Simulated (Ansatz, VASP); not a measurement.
**MgO (Periclase): VASP beside Ansatz**

Wanted: the spread between two codes on one cell, functional and k mesh. The cell is taken from a series of runs on this material, whose earlier steps may have relaxed, scaled, displaced or heated it; both programs get it as it stands.

Method: plane waves, with VASP 6.6.1 beside it; zone-centre phonons at LDA, in Ansatz 0.2.0.

## Step 1: Set-up

The structure is cubic, space group Fm-3m (No. 225). The conventional cell has a = 4.017 Å, b = 4.017 Å, c = 4.017 Å, α = 90.00°, β = 90.00°, γ = 90.00°. Nearest to O lie 6 Mg at 2.01 Å. Mg has 6 O at 2.01 Å nearest. Farther neighbours and most contacts between anions are not listed.

As a file:

```xyz
2
Lattice="0.0000 2.0085 2.0085 2.0085 0.0000 2.0085 2.0085 2.0085 0.0000" Properties=species:S:1:pos:R:3 pbc="T T T"
O     2.0085    2.0085    2.0085
Mg    0.0000    0.0000    0.0000
```

## Step 2: VASP: zone-centre phonons, LDA, pair 1

Second derivatives magnify differences that forces hide, and they need a tight electronic threshold.

Lines of VASP's logs that name or quote its potential files are left out, and so is its time.

Contents of INCAR:

```
SYSTEM = MgO
PREC = Accurate
ENCUT = 600
EDIFF = 1E-08
NELM = 120
ISMEAR = 0
SIGMA = 0.01
LREAL = .FALSE.
ALGO = Normal
GGA = CA
NBANDS = 10
LORBIT = 11
LWAVE = .FALSE.
LCHARG = .FALSE.
ISIF = 2
IBRION = 8
LEPSILON = .TRUE.
LASPH = .TRUE.
GGA_COMPAT = .FALSE.
EFERMI = MIDGAP
KPAR = 2
```

Contents of POSCAR:

```
MgO
1.0
    0.0000000000      2.0085297753      2.0085297753
    2.0085297753      0.0000000000      2.0085297753
    2.0085297753      2.0085297753      0.0000000000
O Mg
1 1
Direct
    0.5000000000      0.5000000000      0.5000000000
    0.0000000000      0.0000000000      0.0000000000
```

Contents of KPOINTS:

```
Automatic mesh
0
Gamma
12 12 12
0 0 0
```

Potentials, in the order of the species: O and Mg (LDA family, release 64).

Run with:

```console
$ mpirun -np 2 vasp_std
```

Numbers of over 12 decimals in the logs are rounded to 6 here.

What it wrote:

```text
[banner, memory and clock lines left out]
running    2 mpi-ranks, on    1 nodes
 distrk:  each k-point on    1 cores,    2 groups
 distr:  one band on    1 cores,    1 groups

 POSCAR found type information on POSCAR O Mg
 POSCAR found :  2 types and       2 ions
 LDA part: xc-table for (Slater(with rela. corr.)+CA(PZ))
 , standard interpolation
 POSCAR, INCAR and KPOINTS ok, starting setup
 FFT: planning ... GRIDC
 FFT: planning ... GRID_SOFT
 FFT: planning ... GRID
 WAVECAR not read
 entering main loop
       N       E                     dE             d eps       ncg     rms          rms(c)
DAV:   1     0.146810555180E+02    0.14681E+02   -0.52266E+03  1616   0.820E+02
DAV:   2    -0.144564591280E+02   -0.29138E+02   -0.28703E+02  1646   0.153E+02
DAV:   3    -0.149969916676E+02   -0.54053E+00   -0.54022E+00  1670   0.188E+01
DAV:   4    -0.149980858518E+02   -0.10942E-02   -0.10942E-02  1596   0.936E-01
DAV:   5    -0.149980889649E+02   -0.31130E-05   -0.31130E-05  1614   0.460E-02    0.728E+00
DAV:   6    -0.134133412795E+02    0.15847E+01   -0.82978E+00  1448   0.179E+01    0.208E+00
DAV:   7    -0.133750788597E+02    0.38262E-01   -0.40973E-02  1574   0.204E+00    0.127E+00
DAV:   8    -0.133518145392E+02    0.23264E-01   -0.18952E-02  1466   0.162E+00    0.152E-01
DAV:   9    -0.133517155730E+02    0.98966E-04   -0.11304E-04  1644   0.902E-02    0.109E-01
DAV:  10    -0.133516410431E+02    0.74530E-04   -0.16373E-04  1518   0.120E-01    0.983E-03
DAV:  11    -0.133516396933E+02    0.13499E-05   -0.61409E-06  1562   0.159E-02    0.329E-03
DAV:  12    -0.133516396711E+02    0.22162E-07   -0.19170E-07  1590   0.302E-03    0.355E-04
DAV:  13    -0.133516396714E+02   -0.33356E-09   -0.15067E-08   824   0.788E-04
   1 F= -.13351640E+02 E0= -.13351640E+02  d E =0.000000E+00
 Linear response reoptimize wavefunctions to high precision
DAV:   1    -0.133516396728E+02   -0.13189E-08   -0.35795E-10   970   0.183E-04
DAV:   2    -0.133516396727E+02    0.18645E-10   -0.14116E-11   782   0.352E-05
 Linear response G [H, r] |phi>, progress :
  Direction:   1
       N       E                     dE             d eps       ncg     rms
RMM:   1    -0.329211031642E+02   -0.32921E+02    0.93617E+00  3101   0.499E+01
RMM:   2    -0.304154685988E+02    0.25056E+01   -0.66587E-01  2281   0.682E+00
RMM:   3    -0.304169275240E+02   -0.14589E-02   -0.35295E-03  2425   0.382E-01
RMM:   4    -0.304169755247E+02   -0.48001E-04   -0.46293E-05  2640   0.289E-02
RMM:   5    -0.304169758957E+02   -0.37099E-06   -0.40893E-07  2679   0.239E-03
RMM:   6    -0.304169758993E+02   -0.36321E-08   -0.10062E-07  2398   0.296E-04
RMM:   7    -0.304169759000E+02   -0.75052E-09   -0.10014E-07  2004   0.120E-04
RMM:   8    -0.304169759000E+02   -0.33289E-11   -0.99947E-08  1984   0.107E-04
 Linear response G [H, r] |phi>, progress :
  Direction:   2
       N       E                     dE             d eps       ncg     rms
RMM:   1    -0.308842884016E+02   -0.30884E+02    0.15380E+01  3081   0.493E+01
RMM:   2    -0.300155327531E+02    0.86876E+00   -0.68298E-01  2291   0.700E+00
RMM:   3    -0.300173354420E+02   -0.18027E-02   -0.26032E-03  2432   0.362E-01
RMM:   4    -0.300173782281E+02   -0.42786E-04   -0.47911E-05  2627   0.289E-02
RMM:   5    -0.300173786813E+02   -0.45317E-06   -0.34815E-07  2667   0.248E-03
RMM:   6    -0.300173786851E+02   -0.37442E-08   -0.19016E-08  2368   0.275E-04
 Linear response G [H, r] |phi>, progress :
  Direction:   3
       N       E                     dE             d eps       ncg     rms
RMM:   1    -0.277591057770E+02   -0.27759E+02    0.56205E+01  2976   0.487E+01
RMM:   2    -0.255028156953E+02    0.22563E+01   -0.52986E-01  2240   0.596E+00
RMM:   3    -0.255036327861E+02   -0.81709E-03   -0.31565E-03  2399   0.347E-01
RMM:   4    -0.255036575121E+02   -0.24726E-04   -0.30091E-05  2507   0.254E-02
RMM:   5    -0.255036577753E+02   -0.26320E-06   -0.17787E-07  2496   0.197E-03
RMM:   6    -0.255036577835E+02   -0.82221E-08   -0.19441E-08  2164   0.249E-04
 Linear response to external field (no local field effect), progress :
  Direction:   1
       N       E                     dE             d eps       ncg     rms          rms(c)
RMM:   1    -0.109553276558E+00   -0.10955E+00   -0.29583E-01  3168   0.166E+00
RMM:   2    -0.108737092061E+00    0.81618E-03   -0.75694E-04  2264   0.200E-01
RMM:   3    -0.108739789232E+00   -0.26972E-05   -0.16625E-06  2336   0.954E-03
RMM:   4    -0.108739795965E+00   -0.67328E-08   -0.61565E-09  2308   0.585E-04
 change of polarisation eV/A/(eV/A) component  1 :     0.217     0.070     0.019
 dielectric tensor                  component  1 :     3.428     0.784     0.208
 Linear response to external field (no local field effect), progress :
  Direction:   2
       N       E                     dE             d eps       ncg     rms          rms(c)
RMM:   1    -0.109811640328E+00   -0.10981E+00   -0.30390E-01  3119   0.164E+00
RMM:   2    -0.108886646208E+00    0.92499E-03   -0.83403E-04  2248   0.203E-01
RMM:   3    -0.108890158838E+00   -0.35126E-05   -0.20297E-06  2351   0.982E-03
RMM:   4    -0.108890168773E+00   -0.99352E-08   -0.79165E-09  2313   0.616E-04
 change of polarisation eV/A/(eV/A) component  2 :     0.070     0.218    -0.031
 dielectric tensor                  component  2 :     0.784     3.432    -0.349
[...]
RMM:   1    -0.661950768310E-01   -0.66195E-01   -0.14376E-01  3094   0.129E+00
RMM:   2    -0.659340836548E-01    0.26099E-03   -0.46447E-04  2255   0.148E-01
RMM:   3    -0.659355175402E-01   -0.14339E-05   -0.10920E-06  2304   0.714E-03
RMM:   4    -0.659355221668E-01   -0.46265E-08   -0.42926E-09  2181   0.459E-04
 change of polarisation eV/A/(eV/A) component  3 :     0.019    -0.031     0.132
 dielectric tensor                  component  3 :     0.208    -0.349     2.472
 Linear response to external field, progress :
  Direction:   1
       N       E                     dE             d eps       ncg     rms          rms(c)
RMM:   1    -0.952285051155E-01   -0.95229E-01   -0.24825E-01  7049   0.153E+00
RMM:   2    -0.945192594230E-01    0.70925E-03   -0.68293E-04  5081   0.182E-01    0.480E-01
RMM:   3    -0.921542478175E-01    0.23650E-02   -0.10440E-03  5051   0.250E-01    0.283E-01
RMM:   4    -0.952966584370E-01   -0.31424E-02   -0.17125E-03  5039   0.331E-01    0.256E-02
RMM:   5    -0.956157266484E-01   -0.31907E-03   -0.16470E-05  5323   0.377E-02    0.449E-03
RMM:   6    -0.956616026790E-01   -0.45876E-04   -0.83815E-08  5412   0.262E-03    0.198E-03
RMM:   7    -0.956686298659E-01   -0.70272E-05   -0.25985E-08  5303   0.135E-03    0.141E-04
RMM:   8    -0.956697463259E-01   -0.11165E-05   -0.94264E-10  5145   0.249E-04    0.497E-05
RMM:   9    -0.956695411339E-01    0.20519E-06   -0.76760E-11  3706   0.555E-05    0.390E-06
 change of polarisation eV/A/(eV/A) component  1 :     0.179     0.037     0.014
 dielectric tensor                  component  1 :     3.002     0.416     0.152
 Linear response to external field, progress :
  Direction:   2
       N       E                     dE             d eps       ncg     rms          rms(c)
RMM:   1    -0.951629102188E-01   -0.95163E-01   -0.24759E-01  7053   0.153E+00
RMM:   2    -0.945192572664E-01    0.64365E-03   -0.68627E-04  5076   0.184E-01    0.480E-01
RMM:   3    -0.921542238523E-01    0.23650E-02   -0.10439E-03  5051   0.250E-01    0.283E-01
RMM:   4    -0.952966224493E-01   -0.31424E-02   -0.17120E-03  5038   0.331E-01    0.256E-02
RMM:   5    -0.956157205242E-01   -0.31910E-03   -0.16466E-05  5334   0.376E-02    0.449E-03
RMM:   6    -0.956616205594E-01   -0.45900E-04   -0.83955E-08  5410   0.262E-03    0.198E-03
RMM:   7    -0.956686105819E-01   -0.69900E-05   -0.26044E-08  5303   0.135E-03    0.142E-04
RMM:   8    -0.956697313606E-01   -0.11208E-05   -0.94218E-10  5153   0.250E-04    0.500E-05
RMM:   9    -0.956695240668E-01    0.20729E-06   -0.62824E-11  3729   0.557E-05    0.389E-06
 change of polarisation eV/A/(eV/A) component  2 :     0.029     0.179    -0.001
 dielectric tensor                  component  2 :     0.326     3.002    -0.008
 Linear response to external field, progress :
  Direction:   3
       N       E                     dE             d eps       ncg     rms          rms(c)
RMM:   1    -0.951685786643E-01   -0.95169E-01   -0.24765E-01  7051   0.153E+00
RMM:   2    -0.945192606237E-01    0.64932E-03   -0.68543E-04  5076   0.184E-01    0.480E-01
RMM:   3    -0.921542218542E-01    0.23650E-02   -0.10441E-03  5052   0.250E-01    0.283E-01
RMM:   4    -0.952966156955E-01   -0.31424E-02   -0.17121E-03  5039   0.331E-01    0.256E-02
RMM:   5    -0.956157259738E-01   -0.31911E-03   -0.16465E-05  5331   0.376E-02    0.449E-03
RMM:   6    -0.956616213751E-01   -0.45895E-04   -0.84004E-08  5409   0.262E-03    0.198E-03
RMM:   7    -0.956686113408E-01   -0.69900E-05   -0.26058E-08  5309   0.135E-03    0.142E-04
RMM:   8    -0.956697322342E-01   -0.11209E-05   -0.94614E-10  5169   0.250E-04    0.500E-05
RMM:   9    -0.956695248143E-01    0.20742E-06   -0.78999E-11  3748   0.557E-05    0.390E-06
 change of polarisation eV/A/(eV/A) component  3 :     0.004     0.022     0.179
 dielectric tensor                  component  3 :     0.047     0.246     3.002
 Linear response DOF=           2
 Linear response progress:
  Degree of freedom:   1/  2
       N       E                     dE             d eps       ncg     rms          rms(c)
RMM:   1    -0.348565468659E+00   -0.34857E+00    0.38602E-01  5778   0.425E+00
RMM:   2    -0.348704901306E+00   -0.13943E-03   -0.17703E-03  5120   0.349E-01    0.150E-01
RMM:   3    -0.350190175295E+00   -0.14853E-02   -0.43911E-04  4896   0.155E-01    0.775E-02
RMM:   4    -0.352498282962E+00   -0.23081E-02   -0.42886E-04  4665   0.157E-01    0.183E-02
RMM:   5    -0.352543867784E+00   -0.45585E-04   -0.46858E-06  5373   0.210E-02    0.131E-03
RMM:   6    -0.352549043905E+00   -0.51761E-05   -0.42077E-08  5462   0.192E-03    0.733E-04
RMM:   7    -0.352544741080E+00    0.43028E-05   -0.12429E-09  5457   0.311E-04    0.631E-05
RMM:   8    -0.352544698000E+00    0.43080E-07   -0.31496E-10  5631   0.583E-05    0.162E-05
RMM:   9    -0.352544741397E+00   -0.43396E-07   -0.28231E-10  5667   0.172E-05    0.311E-06
RMM:  10    -0.352544726917E+00    0.14480E-07   -0.26902E-10  4801   0.978E-06    0.395E-07
RMM:  11    -0.352544726966E+00   -0.49105E-10   -0.29249E-10  3141   0.863E-06    0.319E-08
 first order change of Fermi-energy   0.13651E-02
 force on displaced ion       1 direction 1 :  -9.528   0.000   0.000
 Born effective charge ion    1 direction 1 :  -1.911   0.000   0.000
 Linear response progress:
  Degree of freedom:   2/  2
       N       E                     dE             d eps       ncg     rms          rms(c)
RMM:   1    -0.268165590187E-02   -0.26817E-02   -0.44854E-04  6953   0.565E-01
RMM:   2    -0.261388816812E-02    0.67768E-04   -0.16130E-04  4936   0.912E-02    0.422E-02
RMM:   3    -0.258055839203E-02    0.33330E-04   -0.21522E-05  5161   0.334E-02    0.211E-02
RMM:   4    -0.258205972191E-02   -0.15013E-05   -0.17470E-05  5177   0.296E-02    0.327E-03
RMM:   5    -0.258351699122E-02   -0.14573E-05   -0.11829E-07  5207   0.279E-03    0.271E-04
RMM:   6    -0.258363142895E-02   -0.11444E-06   -0.43620E-10  5243   0.167E-04    0.119E-04
RMM:   7    -0.258365211836E-02   -0.20689E-07   -0.19498E-10  5310   0.104E-04    0.964E-06
RMM:   8    -0.258366313511E-02   -0.11017E-07   -0.57606E-11  5382   0.909E-06    0.207E-06
RMM:   9    -0.258366303644E-02    0.98668E-10   -0.56749E-11  4760   0.308E-06    0.256E-07
 first order change of Fermi-energy   0.66795E-04
 force on displaced ion       2 direction 1 :  -9.528   0.000   0.000
 Born effective charge ion    2 direction 1 :   1.911   0.000   0.000
 Born effective charges drift removed
 Linear response finished
```

From OUTCAR (step 2):

```text
ion  position               nearest neighbor table
   1  0.500  0.500  0.500-   2 2.01   2 2.01   2 2.01   2 2.01   2 2.01   2 2.01
   2  0.000  0.000  0.000-   1 2.01   1 2.01   1 2.01   1 2.01   1 2.01   1 2.01

  LATTYP: Found a face centered cubic cell.
 ALAT       =     4.0170595506

 Subroutine GETGRP returns: Found 48 space group operations
 (whereof 48 operations were pure point group operations)

The static configuration has the point symmetry O_h .

 Found     72 irreducible k-points:

   k-points           NKPTS =     72   k-points in BZ     NKDIM =     72   number of bands    NBANDS=     10

   dimension x,y,z NGX =    24 NGY =   24 NGZ =   24
   dimension x,y,z NGXF=    48 NGYF=   48 NGZF=   48

   ENCUT  =  600.0 eV  44.10 Ry    6.64 a.u.   5.67  5.67  5.67*2*pi/ulx,y,z

   NELECT =       8.0000    total number of electrons

 k-points in reciprocal lattice and weights: Automatic mesh
   0.00000000  0.00000000  0.00000000       0.001
   0.08333333  0.00000000  0.00000000       0.005
   0.16666667  0.00000000  0.00000000       0.005
   0.25000000  0.00000000  0.00000000       0.005
   0.33333333  0.00000000  0.00000000       0.005
   0.41666667  0.00000000  0.00000000       0.005
   0.50000000  0.00000000  0.00000000       0.002
   0.08333333  0.08333333  0.00000000       0.003
   0.16666667  0.08333333  0.00000000       0.014
[...]
-0.33333333  0.50000000  0.16666667       0.007
  -0.25000000  0.50000000  0.25000000       0.003

 average (electrostatic) potential at core
       1 -69.6184       2 -33.5204

  Total        2.0534480      2.0534480      2.0534480     -0.0000000     -0.0000000      0.0000000
  in kB      203.0156307    203.0156307    203.0156307     -0.0000000     -0.0000000      0.0000000
  external PRESSURE =     203.0156307 kB  Pullay stress =       0.0000000 kB

  energy-cutoff  :      600.00
  volume of cell :       16.21
      direct lattice vectors                 reciprocal lattice vectors
     0.000000000  2.008529775  2.008529775    -0.248938306  0.248938306  0.248938306
     2.008529775  0.000000000  2.008529775     0.248938306 -0.248938306  0.248938306
     2.008529775  2.008529775  0.000000000     0.248938306  0.248938306 -0.248938306

 POSITION                                       TOTAL-FORCE (eV/Angst)
 -----------------------------------------------------------------------------------
      2.00853      2.00853      2.00853        -0.000000     -0.000000     -0.000000
      0.00000      0.00000      0.00000         0.000000      0.000000      0.000000
 -----------------------------------------------------------------------------------
    total drift:                               -0.000000     -0.000000      0.000000

 MACROSCOPIC STATIC DIELECTRIC TENSOR (including local field effects in DFT)
 ------------------------------------------------------
           3.001736    -0.000000     0.000000
          -0.000000     3.001736    -0.000000
           0.000000     0.000000     3.001736
 ------------------------------------------------------

 PIEZOELECTRIC TENSOR (including local field effects)  for field in x, y, z        (C/m^2)
          XX          YY          ZZ          XY          YZ          ZX
  --------------------------------------------------------------------------------
  x     0.00000     0.00000     0.00000     0.00000     0.00000     0.00000
  y     0.00000     0.00000     0.00000     0.00000     0.00000     0.00000
  z     0.00000     0.00000     0.00000     0.00000     0.00000     0.00000

 BORN EFFECTIVE CHARGES (including local field effects) (in |e|, cummulative output)
 ---------------------------------------------------------------------------------
 ion    1
    1    -1.91072    -0.00000     0.00000
    2     0.00000    -1.91072     0.00000
    3     0.00000     0.00000    -1.91072
 ion    2
    1     1.91072     0.00000     0.00000
    2    -0.00000     1.91072     0.00000
    3     0.00000     0.00000     1.91072

 Eigenvectors and eigenvalues of the dynamical matrix
 ----------------------------------------------------

   1 f  =   15.535420 THz    97.611924 2PiTHz  518.205840 cm-1    64.249307 meV
             X         Y         Z           dx          dy          dz
      2.008530  2.008530  2.008530    -0.776552    0.000000    0.000000
      0.000000  0.000000  0.000000     0.630053    0.000000    0.000000

   2 f  =   15.535420 THz    97.611924 2PiTHz  518.205840 cm-1    64.249307 meV
             X         Y         Z           dx          dy          dz
      2.008530  2.008530  2.008530     0.000000   -0.000000    0.776552
      0.000000  0.000000  0.000000     0.000000   -0.000000   -0.630053

   3 f  =   15.535420 THz    97.611924 2PiTHz  518.205840 cm-1    64.249307 meV
             X         Y         Z           dx          dy          dz
      2.008530  2.008530  2.008530     0.000000   -0.776552   -0.000000
      0.000000  0.000000  0.000000     0.000000    0.630053    0.000000

   4 f/i=    0.000098 THz     0.000618 2PiTHz    0.003281 cm-1     0.000407 meV
             X         Y         Z           dx          dy          dz
      2.008530  2.008530  2.008530     0.000000    0.622604   -0.096596
      0.000000  0.000000  0.000000     0.000000    0.767371   -0.119057

   5 f/i=    0.000098 THz     0.000618 2PiTHz    0.003281 cm-1     0.000407 meV
             X         Y         Z           dx          dy          dz
      2.008530  2.008530  2.008530    -0.630053    0.000000    0.000000
      0.000000  0.000000  0.000000    -0.776552    0.000000    0.000000

   6 f/i=    0.000098 THz     0.000618 2PiTHz    0.003281 cm-1     0.000407 meV
             X         Y         Z           dx          dy          dz
      2.008530  2.008530  2.008530     0.000000   -0.096596   -0.622604
      0.000000  0.000000  0.000000     0.000000   -0.119057   -0.767371

 MACROSCOPIC STATIC DIELECTRIC TENSOR IONIC CONTRIBUTION
 ------------------------------------------------------
           4.278554    -0.000000     0.000000
          -0.000000     4.278554     0.000000
           0.000000     0.000000     4.278554
 ------------------------------------------------------

 ELASTIC MODULI CONTR FROM IONIC RELAXATION (kBar)
 Direction    XX          YY          ZZ          XY          YZ          ZX
 --------------------------------------------------------------------------------
 XX           0.0000      0.0000      0.0000      0.0000      0.0000      0.0000
 YY           0.0000      0.0000      0.0000      0.0000      0.0000      0.0000
 ZZ           0.0000      0.0000      0.0000      0.0000      0.0000      0.0000
 XY           0.0000      0.0000      0.0000      0.0000      0.0000      0.0000
 YZ           0.0000      0.0000      0.0000      0.0000      0.0000      0.0000
 ZX           0.0000      0.0000      0.0000      0.0000      0.0000      0.0000
 --------------------------------------------------------------------------------

 PIEZOELECTRIC TENSOR IONIC CONTR  for field in x, y, z        (C/m^2)
          XX          YY          ZZ          XY          YZ          ZX
  --------------------------------------------------------------------------------
  x     0.00000     0.00000     0.00000     0.00000     0.00000     0.00000
  y     0.00000     0.00000     0.00000     0.00000     0.00000     0.00000
  z     0.00000     0.00000     0.00000     0.00000     0.00000     0.00000
```

(Continued in part 2 of 3.)

[Lines on the potential files, build, host, timing and source positions are cut from VASP's logs without a mark.]

[Logs are printed without paths, hosts, clocks, repeated set-up lines and the standing remarks that a program may print on its own settings, such as how far it seeks lower states.]

[Hosts, paths, dates, database ids (printed as entryN), source tags and the programs' standing remarks are cut or masked in the printed files.]
